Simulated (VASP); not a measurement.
Output of a VASP run:

**OSZICAR**
```
       N       E                     dE             d eps       ncg     rms          rms(c)
DAV:   1     0.111494255562E+03    0.11149E+03   -0.83882E+03   915   0.142E+03
DAV:   2     0.113357712294E+01   -0.11036E+03   -0.10722E+03   935   0.320E+02
DAV:   3    -0.714351194789E+01   -0.82771E+01   -0.81769E+01  1185   0.911E+01
DAV:   4    -0.736014387390E+01   -0.21663E+00   -0.21649E+00  1053   0.170E+01
DAV:   5    -0.736999323457E+01   -0.98494E-02   -0.98490E-02  1344   0.309E+00    0.389E+00
DAV:   6    -0.715211543110E+01    0.21788E+00   -0.42280E-01  1355   0.109E+01    0.222E+00
DAV:   7    -0.714086175204E+01    0.11254E-01   -0.12550E-01  1266   0.308E+00    0.719E-01
DAV:   8    -0.714514716830E+01   -0.42854E-02   -0.13283E-02  1005   0.158E+00    0.152E-01
DAV:   9    -0.714647156082E+01   -0.13244E-02   -0.17605E-03  1130   0.466E-01    0.972E-02
DAV:  10    -0.714674155382E+01   -0.26999E-03   -0.28551E-04  1030   0.191E-01    0.576E-02
DAV:  11    -0.714688304705E+01   -0.14149E-03   -0.45443E-04   990   0.169E-01    0.382E-02
DAV:  12    -0.714688334004E+01   -0.29299E-06   -0.12627E-05  1045   0.284E-02    0.149E-02
DAV:  13    -0.714688468078E+01   -0.13407E-05   -0.51248E-06  1070   0.158E-02    0.677E-03
DAV:  14    -0.714688526930E+01   -0.58852E-06   -0.39642E-07   755   0.525E-03
   1 F= -.71468853E+01 E0= -.71469989E+01  d E =-.714689E+01
```

**OUTCAR**
```
------------------------ aborting loop because EDIFF is reached ----------------------------------------
  FORCE on cell =-STRESS in cart. coord.  units (eV):
  Direction    XX          YY          ZZ          XY          YZ          ZX
  --------------------------------------------------------------------------------------
  Total       -0.0004740     -0.0004740     -0.0004740      0.0000000     -0.0000000      0.0000000
  in kB       -0.0125160     -0.0125160     -0.0125160      0.0000000     -0.0000000      0.0000000
  external PRESSURE =      -0.0125160 kB  Pullay stress =       0.0000000 kB
  volume of cell :       60.68
      direct lattice vectors                 reciprocal lattice vectors
     0.000000000  3.118903952  3.118903952    -0.160312728  0.160312728  0.160312728
     3.118903952  0.000000000  3.118903952     0.160312728 -0.160312728  0.160312728
     3.118903952  3.118903952  0.000000000     0.160312728  0.160312728 -0.160312728
  FREE ENERGIE OF THE ION-ELECTRON SYSTEM (eV)
  ---------------------------------------------------
  free  energy   TOTEN  =        -7.1468852693 eV

  energy  without entropy=       -7.1472262091  energy(sigma->0) =       -7.14699892

 reached required accuracy - stopping structural energy minimisation
```
(Selected blocks of OUTCAR.)

**POSCAR**
```
InAs
1
    0.0000000000     3.1189039521     3.1189039521
    3.1189039521    -0.0000000000     3.1189039521
    3.1189039521     3.1189039521    -0.0000000000
In As
1 1
Direct
  0.0000000000   0.0000000000   0.0000000000
  0.2500000000   0.2500000000   0.2500000000
```

Reconstruct the remaining input files.

This is not unique; one that fits is the input of the run itself, revPBE GGA, plane waves, VASP's PBE PAW potentials (set 64).

**INCAR**
```
! general
SYSTEM =InAs
PREC   =Accurate
ENCUT  =520
LREAL  =.False.
LASPH  =.True.

! electronic loop
EDIFF  =1E-6
NELM   =100
ALGO   =Normal
LMAXMIX=4

! smearing
ISMEAR =1
SIGMA  =0.1

! functional
GGA    =RE

! ions
IBRION =2
NSW    =60
ISIF   =3
EDIFFG =-0.01

! output
LWAVE  =.False.
LCHARG =.False.
```

**KPOINTS**
```
K-points
0
G
 9 9 9
0 0 0
```

POTCAR, in this order: In_d As (PBE.64 set). Program: vasp_std.

The compound is InAs in the zinc blende structure. It was relaxed first, which changed the volume by +9 %. The start is the result of an earlier pass.
